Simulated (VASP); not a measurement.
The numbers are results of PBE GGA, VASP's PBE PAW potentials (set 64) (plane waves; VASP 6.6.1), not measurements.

A VASP calculation is set up with these files.

KPOINTS:
```
Automatic mesh
0
Gamma
11 11 11
0 0 0
```

**INCAR**
```
SYSTEM = CuZn
PREC = Accurate; ENCUT = 300; LREAL = .False.
LASPH = .True.
EDIFF = 1E-6; NELM = 100; ALGO = Normal
LMAXMIX = 4
ISMEAR = 0; SIGMA = 0.05
GGA = PE
ISIF = 2
LWAVE = .False.; LCHARG = .False.
```

POSCAR:
```
CuZn
1
    2.9500000000     0.0000000000     0.0000000000
    0.0000000000     2.9500000000     0.0000000000
    0.0000000000     0.0000000000     2.9500000000
Zn Cu
1 1
Direct
  0.5000000000   0.5000000000   0.5000000000
  0.0000000000   0.0000000000   0.0000000000
```

POTCAR, in this order: Zn Cu (PBE.64 set). Program: vasp_std.

What VASP printed:

OSZICAR:
```
       N       E                     dE             d eps       ncg     rms          rms(c)
DAV:   1     0.871016823529E+02    0.87102E+02   -0.84519E+03  1752   0.170E+03
DAV:   2    -0.419194977734E+01   -0.91294E+02   -0.88879E+02  1687   0.272E+02
DAV:   3    -0.607762850647E+01   -0.18857E+01   -0.18826E+01  2094   0.522E+01
DAV:   4    -0.608802377983E+01   -0.10395E-01   -0.10395E-01  1953   0.343E+00
DAV:   5    -0.608815552187E+01   -0.13174E-03   -0.13174E-03  2164   0.413E-01    0.944E+00
DAV:   6    -0.593279530101E+01    0.15536E+00   -0.16963E+01  1832   0.102E+02    0.598E+00
DAV:   7    -0.502135920743E+01    0.91144E+00   -0.37567E+00  1790   0.976E+01    0.220E+00
DAV:   8    -0.502414772595E+01   -0.27885E-02   -0.18312E-01  2237   0.569E+00    0.125E+00
DAV:   9    -0.501455586938E+01    0.95919E-02   -0.21925E-02  2063   0.368E+00    0.479E-02
DAV:  10    -0.501456469994E+01   -0.88306E-05   -0.46850E-04  2391   0.345E-01    0.258E-02
DAV:  11    -0.501456623984E+01   -0.15399E-05   -0.16133E-05  2411   0.983E-02    0.114E-02
DAV:  12    -0.501456498708E+01    0.12528E-05   -0.11927E-06  1225   0.378E-02    0.219E-03
DAV:  13    -0.501456502023E+01   -0.33154E-07   -0.42251E-07  1141   0.166E-02
   1 F= -.50145650E+01 E0= -.50142003E+01  d E =-.729469E-03
```

**OUTCAR**
```
------------------------ aborting loop because EDIFF is reached ----------------------------------------
  FORCE on cell =-STRESS in cart. coord.  units (eV):
  Direction    XX          YY          ZZ          XY          YZ          ZX
  --------------------------------------------------------------------------------------
  Total        0.0990769      0.0990769      0.0990769     -0.0000000     -0.0000000     -0.0000000
  in kB        6.1832514      6.1832514      6.1832514     -0.0000000     -0.0000000     -0.0000000
  external PRESSURE =       6.1832514 kB  Pullay stress =       0.0000000 kB
  volume of cell :       25.67
      direct lattice vectors                 reciprocal lattice vectors
     2.950000000  0.000000000  0.000000000     0.338983051  0.000000000  0.000000000
     0.000000000  2.950000000  0.000000000     0.000000000  0.338983051  0.000000000
     0.000000000  0.000000000  2.950000000     0.000000000  0.000000000  0.338983051
 POSITION                                       TOTAL-FORCE (eV/Angst)
 -----------------------------------------------------------------------------------
      1.47500      1.47500      1.47500         0.000000      0.000000      0.000000
      0.00000      0.00000      0.00000         0.000000      0.000000      0.000000
 -----------------------------------------------------------------------------------
    total drift:                                0.000000     -0.000000      0.000000
  FREE ENERGIE OF THE ION-ELECTRON SYSTEM (eV)
  ---------------------------------------------------
  free  energy   TOTEN  =        -5.0145650202 eV

  energy  without entropy=       -5.0138355509  energy(sigma->0) =       -5.01420029
```
(Selected blocks of OUTCAR.)

At this cut-off the stress carries a Pulay error, which pulls relaxed volumes low.

The structure is a typed CuZn crystal (Pm-3m). The cell was not relaxed at this level. The electron count is odd and the run is not spin-polarised, which forces a metal.
